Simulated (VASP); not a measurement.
# Pressure and energy of hexagonal Be against volume at fixed axis ratio, PBEsol

The pressure and the energy of hexagonal close-packed beryllium are calculated for a cell scaled evenly about its equilibrium volume. The two curves give the stiffness of the metal, which matters wherever beryllium serves as a light, rigid material, as in X-ray windows and mirror blanks. Volume changes are measured from the minimum of the fitted energy curve, energies from the lowest point of the series, and a positive pressure means a compressed cell. The problem has three parts: to obtain the bulk modulus from the pressures and check it against the energies, to explain why compression costs more than expansion, and to find the missing pressure at 7.55 Å³ per atom.

## Calculations

A cell from a diffraction database, relaxed at this level and then scaled evenly, fractional positions kept. VASP 6.6.1, plane waves with PAW, PBEsol, cutoff 400 eV, k mesh 13×13×8, no spin polarisation, no spin-orbit coupling, static lattice. A Birch-Murnaghan fit to the energies has its minimum at 7.87 Å³ per atom.

Notes on method and selection:

- The pressure is that of a finite plane-wave basis, so it need not vanish exactly at the minimum of the energy.
- Only series whose fit has its minimum inside the range and an error under 0.5 meV per atom are shown.
- Where rows or columns differ in functional or spin-orbit coupling, non-spherical gradient terms in the PAW spheres (LASPH) may be on in some and off in others.
- Runs that did not converge, have known faults or may not be shown are not listed, and runs on Ansatz's PAW sets soft_1 and soft_2 are kept to separate tables.

Columns:

- volume change (%): volume relative to the fitted equilibrium volume.
- pressure (GPa): pressure from the stress tensor (positive: compressed).
- energy (meV/atom): energy per atom above the lowest point of the series.

Input lines of one member:

```
PREC = Accurate
ENCUT = 400
EDIFF = 1E-06
NELM = 100
ISMEAR = 1
SIGMA = 0.2
LREAL = .FALSE.
ALGO = Normal
GGA = PS
NBANDS = 8
LORBIT = 11
KPAR = 2
ISIF = 2
```

Command (options for logging and memory left out): `mpirun -np 2 vasp_std`

## Numbers

```
member   volume change (%)  pressure (GPa)  energy (meV/atom)
7.39 Å³  −6.11              8.57            12.42
7.55 Å³  −4.11              ?               ?
7.71 Å³  −2.12              2.66            1.40
7.86 Å³  −0.12              0.06            0.00
8.02 Å³  1.88               −2.31           1.04
8.18 Å³  3.88               −4.50           4.32
8.33 Å³  5.87               −6.50           9.66
```

Cells marked ? are withheld until the estimate has been made.

Least-squares fits to the members shown, with x = volume change (%); R² and errors in the fitted variable (y, or ln y where the fit is in ln y):

```
y                  members  fit                                  R²    rms residual  leave-one-out rms  the same for the mean of the others
pressure (GPa)     6        y = −0.08191 − 1.249 x + 0.02706 x²  1.00  0.020         0.087              6.0
energy (meV/atom)  6        y = 0.01018 − 0.1329 x + 0.3079 x²   1.00  0.18          0.81               5.6
```

## The trend and its physics

The pressure falls from each shown volume to the next larger one. Across the equilibrium the slope is (−2.31 − 2.66) / (1.88 + 2.12) = −1.24 GPa per percent, so that $B = -V\,dP/dV$ is about 100 × 1.24 = 124 GPa. The energies should then rise as $\tfrac12 B V_0 (\Delta V/V_0)^2$. With 1 eV/Å³ = 160.2 GPa this gives 0.5 × 124 × 7.87 / 160.2 = 3.05 eV per atom as the factor of $(\Delta V/V_0)^2$. With the volume change in percent the factor is 3.05 × 1000 / 10000 = 0.305 meV per atom. The quadratic coefficient fitted to the energies is 0.3079, in good agreement.

The slope is not constant. It is (2.66 − 8.57) / (−2.12 + 6.11) = −1.48 GPa per percent between the two smallest shown volumes and (−6.50 + 2.31) / (5.87 − 1.88) = −1.05 between 8.02 and 8.33 Å³. The energy shows the same asymmetry, with 12.42 meV at −6.11 % against 9.66 meV at 5.87 %. The slightly different distances explain only part of this: scaled quadratically to 6.11 %, the energy on expansion would be 9.66 × 6.11 × 6.11 / (5.87 × 5.87) = 10.47 meV.

A simple picture of an sp metal accounts for this. The kinetic energy of the valence electrons grows as $V^{-2/3}$ on compression, while the electrostatic attraction that binds them grows only as $V^{-1/3}$. Repulsion therefore gains on attraction as the cell shrinks, and the metal stiffens.

At zero volume change the fitted pressure is −0.08 GPa instead of zero. At a fixed cutoff a larger cell holds more plane waves, which lowers its energy slightly; the stress tensor omits this gain, so its pressure lies below $-dE/dV$ taken from the energy curve.

Because the axis ratio was held fixed, the modulus found here is an upper bound to that of a cell free to change shape. The stress is larger along the hexagonal axis, so a compressed cell free to change shape would raise its axis ratio and lower its energy.

## Predicting the missing value

Plain estimates from the members shown:

- 7.55 Å³, fit at x = −4.11: 5.51 GPa
- 7.55 Å³, straight-line interpolation between 7.39 Å³ and 7.71 Å³: w = (−4.11 − (−6.11)) / (−2.12 − (−6.11)) = 0.501, so 8.57 + 0.501 × (2.66 − 8.57) = 5.61 GPa

The straight-line estimate of 5.61 GPa must be too high, because the pressure curve is convex and a chord lies above it. The fitted curvature gives the excess as 0.02706 × (−4.11 + 6.11) × (−2.12 + 4.11) = 0.11 GPa. The quadratic fit, 5.51 GPa, includes the curvature but spreads its residuals over the whole range.

A local parabola through the three nearest shown volumes on this side, 7.39, 7.71 and 7.86 Å³, is preferred. The volumes are equally spaced within rounding, and for four such points on a parabola $P_1 = (P_0 + 3P_2 - P_3)/3$, where $P_1$ is the missing value. This gives (8.57 + 3 × 2.66 − 0.06) / 3 = 5.50 GPa.

The same formula can be tried on two shown members. For 7.86 Å³ it gives (2.66 − 3 × 2.31 + 4.50) / 3 = 0.08 GPa against 0.06, and for 8.02 Å³ it gives (0.06 − 3 × 4.50 + 6.50) / 3 = −2.31 GPa, as in the table. The root mean square of the two misses is about 0.01 GPa, which is taken as the error.

No further shift is called for. Symmetry fixes the atomic positions, so no internal relaxation can set this volume apart from its neighbours, and the finite-basis offset is already contained in the three pressures used.

**Committed estimate, 7.55 Å³: pressure = 5.50 ± 0.01 GPa.**

## Check

```
member   volume change (%)  pressure (GPa)  energy (meV/atom)
7.55 Å³  −4.11              5.48            5.46
```

```
member   estimate       pressure (GPa)  computed  estimate − computed  miss in error bars
7.55 Å³  committed      5.50            5.48      +0.02                2.0
7.55 Å³  fit            5.51            5.48      +0.03
7.55 Å³  interpolation  5.61            5.48      +0.13
```

The computed pressure at 7.55 Å³ is 5.48 GPa. The estimate of 5.50 GPa is 0.02 GPa too high and lies outside its error bar, by a factor of two. It is still slightly closer than the quadratic fit (0.03 GPa too high) and much closer than the straight line (0.13 GPa too high).

The argument from convexity held: the chord was expected to overshoot by 0.11 GPa and did so by 5.61 − 5.48 = 0.13 GPa. The error bar failed. It rested on only two trials, one of which happened to agree to the last printed digit. A parabola also takes the curvature as constant, whereas the curvature of the pressure grows on compression. This makes the value inferred between 7.39 and 7.71 Å³ too high, which is the sign of the miss; rounding of the tabulated pressures can add a comparable amount. An error of 0.02 GPa would have been fairer.

## Members off the line

Least-squares fits to the whole series, with x = volume change (%); R² and errors in the fitted variable (y, or ln y where the fit is in ln y):

```
y                  members  fit                                  R²    rms residual  leave-one-out rms  the same for the mean of the others
pressure (GPa)     7        y = −0.08581 − 1.248 x + 0.02706 x²  1.00  0.020         0.053              5.9
energy (meV/atom)  7        y = −0.03110 − 0.1222 x + 0.3079 x²  1.00  0.19          0.51               5.0
```

Largest departures from the fit to the whole series:

```
member   pressure (GPa)  fit    computed − fit  in rms residuals
8.02 Å³  −2.31           −2.34  +0.03           1.3
7.71 Å³  2.66            2.68   −0.02           1.1
8.33 Å³  −6.50           −6.48  −0.02           1.0
8.18 Å³  −4.50           −4.52  +0.02           1.0
```

No volume stands out: the largest departure from the quadratic fit is +0.03 GPa, at 8.02 Å³, or 1.3 rms residuals. The signs nevertheless follow a pattern, with 7.71 and 8.33 Å³ below the fit and 8.02 and 8.18 Å³ above it. This is what a missing cubic term with a negative coefficient leaves behind, as expected for a metal whose pressure curve bends more strongly on compression.

## Summary

Between −6.11 and 5.87 % the pressure follows a quadratic in the volume change, with a leave-one-out error of 0.053 GPa against 5.9 GPa for the mean of the others. A volume inside this range can therefore be estimated to a few hundredths of a GPa.

The fit gives a bulk modulus of 100 × 1.248 = 124.8 GPa at fixed axis ratio. Its pressure derivative, $B' = V_0^2 P''/B - 1$, is 2 × 0.02706 × 100 / 1.248 − 1 = 3.34, so 1 GPa of pressure raises the modulus by about 3 GPa.

The main omission is zero-point motion, which is strong in so light an atom. With a rough energy of 0.09 eV per atom and a Grüneisen parameter near 1, it adds about 1 × 0.09 × 160 / 7.9 = 2 GPa of outward pressure. That is far more than the scatter about the fit, and would enlarge the equilibrium volume by one to two percent.

[Logs are printed without paths, hosts, clocks, repeated set-up lines and the standing remarks that a program may print on its own settings, such as how far it seeks lower states.]
